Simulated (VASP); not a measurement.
Energy against volume of SrCl2 (fluorite). Computed with PBE GGA with D4 dispersion, VASP's PBE PAW potentials (set 64) (plane waves; VASP). Settings: 520 eV cut-off, 6×6×6 Γ-centred mesh, Gaussian smearing of 0.050 eV, potentials Sr_sv Cl.

```
V (Å³/atom)  E (eV/atom)
-----------  -----------
26.639          -4.44211
27.489          -4.45175
28.339          -4.45455
29.189          -4.45160
```

Task: Fit these four points and predict the energy of the run at 30.039 Å³/atom.

Result: A cubic in V^(−2/3), the third-order Birch-Murnaghan form, passes through the four points with V0 = 28.30 Å³/atom and B0 = 36 GPa, and gives -4.4438 eV/atom there. The run gave -4.4438 eV/atom, +0.1 meV/atom from the fit; all five points give B0 = 36 GPa.

The compound is SrCl2 in the fluorite structure. It was relaxed first.
